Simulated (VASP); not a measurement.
Method: TPSS meta-GGA, VASP's PBE PAW potentials (set 64) (plane waves; VASP).

VASP ran on this input.

### KPOINTS
```
Automatic
0
G
14 14 14
```

INCAR:
```
SYSTEM = FeAl
PREC = Accurate
ENCUT = 520
EDIFF = 1E-7
NELM = 100
ALGO = Normal
LREAL = .FALSE.
LASPH = .TRUE.
ISMEAR = -5
METAGGA = TPSS
LMIXTAU = .TRUE.
LMAXMIX = 4
LWAVE = .FALSE.
LCHARG = .FALSE.
LORBIT = 11
NEDOS = 601
ISIF = 2
```

**KPOINTS_OPT**
```
k-points along high-symmetry lines
10
Line-mode
Reciprocal
  0.000000   0.000000   0.000000 ! GAMMA
  0.000000   0.500000   0.000000 ! X

  0.000000   0.500000   0.000000 ! X
  0.500000   0.500000   0.000000 ! M

  0.500000   0.500000   0.000000 ! M
  0.000000   0.000000   0.000000 ! GAMMA

  0.000000   0.000000   0.000000 ! GAMMA
  0.500000   0.500000   0.500000 ! R

  0.500000   0.500000   0.500000 ! R
  0.000000   0.500000   0.000000 ! X

  0.500000   0.500000   0.500000 ! R
  0.500000   0.500000   0.000000 ! M
```

### POSCAR
```
FeAl
1
    2.8473027340     0.0000000000     0.0000000000
    0.0000000000     2.8473027340    -0.0000000000
    0.0000000000     0.0000000000     2.8473027340
Al Fe
1 1
Direct
  0.5000000000   0.5000000000   0.5000000000
  0.0000000000   0.0000000000   0.0000000000
```

POTCAR, in this order: Al Fe (PBE.64 set). Program: vasp_std.

The resulting files:

**OUTCAR**
```
 ion  position               nearest neighbor table
   1  0.500  0.500  0.500-   2 2.47   2 2.47   2 2.47   2 2.47   2 2.47   2 2.47   2 2.47   2 2.47
  LATTYP: Found a simple cubic cell.
 ALAT       =     2.8473027340
 Subroutine PRICEL returns:
 Original cell was already a primitive cell.
 Subroutine GETGRP returns: Found 48 space group operations
The static configuration has the point symmetry O_h .
The dynamic configuration has the point symmetry O_h .
 Subroutine INISYM returns: Found 48 space group operations
 Subroutine IBZKPT returns following result:
 Found    120 irreducible k-points:

 Following reciprocal coordinates:
            Coordinates               Weight
  0.000000  0.000000  0.000000      1.000000
  0.071429  0.000000  0.000000      6.000000
  0.142857  0.000000  0.000000      6.000000
  0.214286  0.000000  0.000000      6.000000
  0.285714  0.000000  0.000000      6.000000
  0.357143  0.000000  0.000000      6.000000
  0.428571  0.000000  0.000000      6.000000
  0.500000  0.000000  0.000000      3.000000
  0.071429  0.071429  0.000000     12.000000
  0.142857  0.071429  0.000000     24.000000
...
```

File OSZICAR:
```
       N       E                     dE             d eps       ncg     rms          rms(c)
DAV:   1     0.337939546902E+02    0.33794E+02   -0.56302E+03  2160   0.140E+03
DAV:   2    -0.162984881090E+02   -0.50092E+02   -0.48505E+02  2176   0.212E+02
DAV:   3    -0.177589283876E+02   -0.14604E+01   -0.14467E+01  2620   0.522E+01
DAV:   4    -0.177905477980E+02   -0.31619E-01   -0.31597E-01  2701   0.690E+00
DAV:   5    -0.177913124572E+02   -0.76466E-03   -0.76395E-03  2675   0.995E-01    0.973E+00
DAV:   6    -0.245983117375E+02   -0.68070E+01   -0.11422E+01  2292   0.582E+01    0.423E+00
DAV:   7    -0.245434925783E+02    0.54819E-01   -0.23873E+00  2490   0.256E+01    0.298E+00
DAV:   8    -0.245710098842E+02   -0.27517E-01   -0.22074E+00  2495   0.230E+01    0.285E+00
DAV:   9    -0.244728689768E+02    0.98141E-01   -0.12793E+00  2553   0.175E+01    0.724E-01
DAV:  10    -0.244636547939E+02    0.92142E-02   -0.13519E-01  2521   0.566E+00    0.475E-01
DAV:  11    -0.244738597859E+02   -0.10205E-01   -0.45133E-02  2499   0.326E+00    0.193E-01
DAV:  12    -0.244744438634E+02   -0.58408E-03   -0.37911E-03  2512   0.103E+00    0.134E-02
DAV:  13    -0.244745253989E+02   -0.81536E-04   -0.58587E-05  2339   0.845E-02    0.145E-02
DAV:  14    -0.244745059517E+02    0.19447E-04   -0.48706E-05  2502   0.103E-01    0.187E-02
DAV:  15    -0.244745218904E+02   -0.15939E-04   -0.17367E-05  2462   0.583E-02    0.610E-03
DAV:  16    -0.244745256657E+02   -0.37754E-05   -0.19390E-06  2690   0.220E-02    0.108E-03
DAV:  17    -0.244745251937E+02    0.47205E-06   -0.97652E-08  1122   0.568E-03    0.267E-04
DAV:  18    -0.244745252976E+02   -0.10392E-06   -0.13938E-08  1110   0.260E-03    0.514E-04
DAV:  19    -0.244745251902E+02    0.10743E-06   -0.26654E-08  1105   0.253E-03    0.645E-05
DAV:  20    -0.244745251666E+02    0.23574E-07   -0.31529E-09  1107   0.105E-03
   1 F= -.24474525E+02 E0= -.24474525E+02  d E =0.000000E+00
       N       E                     dE             ncg
```

### OUTCAR
```
------------------------ aborting loop because EDIFF is reached ----------------------------------------
  FORCE on cell =-STRESS in cart. coord.  units (eV):
  Direction    XX          YY          ZZ          XY          YZ          ZX
  --------------------------------------------------------------------------------------
  Total        0.0383217      0.0383217      0.0383217     -0.0000000      0.0000000     -0.0000000
  in kB        2.6598330      2.6598330      2.6598330     -0.0000000      0.0000000     -0.0000000
  external PRESSURE =       2.6598330 kB  Pullay stress =       0.0000000 kB
  volume of cell :       23.08
      direct lattice vectors                 reciprocal lattice vectors
     2.847302734  0.000000000  0.000000000     0.351209581  0.000000000  0.000000000
     0.000000000  2.847302734  0.000000000     0.000000000  0.351209581  0.000000000
     0.000000000  0.000000000  2.847302734     0.000000000  0.000000000  0.351209581
 POSITION                                       TOTAL-FORCE (eV/Angst)
 -----------------------------------------------------------------------------------
      1.42365      1.42365      1.42365         0.000000      0.000000      0.000000
      0.00000      0.00000      0.00000         0.000000      0.000000      0.000000
 -----------------------------------------------------------------------------------
    total drift:                                0.000000      0.000000      0.000000
  FREE ENERGIE OF THE ION-ELECTRON SYSTEM (eV)
  ---------------------------------------------------
  free  energy   TOTEN  =       -24.4745251666 eV

  energy  without entropy=      -24.4745251666  energy(sigma->0) =      -24.47452517

 total charge

# of ion       s       p       d       tot
------------------------------------------
    1        0.419   0.455   0.000   0.874
    2        0.437   0.517   6.498   7.451
--------------------------------------------------
tot          0.856   0.971   6.498   8.325
```
(Selected blocks of OUTCAR.)

For a metal the tetrahedron method with Blöchl corrections gives inexact stress and forces.

The compound is FeAl in the CsCl type structure. It was relaxed first, which changed the volume by -6 %. The run is not spin-polarised, so no magnetic state was tried. The electron count is odd and the run is not spin-polarised, which forces a metal.
